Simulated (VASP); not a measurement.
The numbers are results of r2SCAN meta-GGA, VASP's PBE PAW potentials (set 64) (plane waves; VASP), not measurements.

Input for VASP

**KPOINTS**
```
Automatic mesh
0
Gamma
5 5 5
0 0 0
```

### INCAR
```
! general
SYSTEM =Tl3VSe4
PREC   =Accurate
ENCUT  =400   ! plane-wave cut-off (eV)
LREAL  =.FALSE.   ! projection in real space or not
LASPH  =.TRUE.

! electronic loop
EDIFF  =1E-7
NELM   =100
ALGO   =Normal   ! blocked Davidson
LMAXMIX=4
LMIXTAU=.TRUE.

! smearing
ISMEAR =-5

! functional
METAGGA=R2SCAN

! ions
ISIF   =2   ! forces and stress, cell fixed

! output
LWAVE  =.FALSE.
LCHARG =.FALSE.
LORBIT =11
NEDOS  =601   ! DOS grid

! other
LEFG   =.TRUE.
```

KPOINTS_OPT:
```
k-points along high-symmetry lines
10
Line-mode
Reciprocal
  0.000000   0.000000   0.000000 ! GAMMA
  0.500000  -0.500000   0.500000 ! H

  0.500000  -0.500000   0.500000 ! H
  0.000000   0.000000   0.500000 ! N

  0.000000   0.000000   0.500000 ! N
  0.000000   0.000000   0.000000 ! GAMMA

  0.000000   0.000000   0.000000 ! GAMMA
  0.250000   0.250000   0.250000 ! P

  0.250000   0.250000   0.250000 ! P
  0.500000  -0.500000   0.500000 ! H

  0.250000   0.250000   0.250000 ! P
  0.000000   0.000000   0.500000 ! N
```

### POSCAR
```
Tl3VSe4
1.0
 -3.9052131183   3.9052131183   3.9052131183
  3.9052131183  -3.9052131183   3.9052131183
  3.9052131183   3.9052131183  -3.9052131183
V Tl Se
1 3 4
Cartesian
 -3.9052131183   3.9052131183   3.9052131183
  0.0000000000   0.0000000000   3.9052131183
  0.0000000000   3.9052131183   3.9052131183
  0.0000000000   3.9052131183   0.0000000000
  2.5871068291   2.5871068291   2.5871068291
 -1.3181062892   1.3181062892   1.3181062892
  1.3181062892   1.3181062892  -1.3181062892
  1.3181062892   6.4923199474   1.3181062892
```

POTCAR, in this order: V_sv Tl_d Se (PBE.64 set). Program: vasp_std.

Unless said otherwise, spin-orbit coupling is left out, though it shifts the bands of the heavy elements here.

Question: What does the run give for the energy per atom (σ→0), band gap (over mesh and band path)?

Answer: 
* **energy per atom (σ→0)**: -29.522 eV/atom
* **band gap (over mesh and band path)**: 1.82 eV

### OSZICAR
```
...
DAV:  22    -0.236177003982E+03   -0.99015E-07   -0.41446E-08   534   0.131E-03
   1 F= -.23617700E+03 E0= -.23617700E+03  d E =0.000000E+00
       N       E                     dE             ncg
       N       E                     dE             ncg
       N       E                     dE             ncg
       N       E                     dE             ncg
       N       E                     dE             ncg
       N       E                     dE             ncg
```

The structure comes from a computed database's Tl3VSe4 entry (I-43m); how it stands against other phases isn't given here. It was relaxed first. The run is not spin-polarised, so no magnetic state was tried.
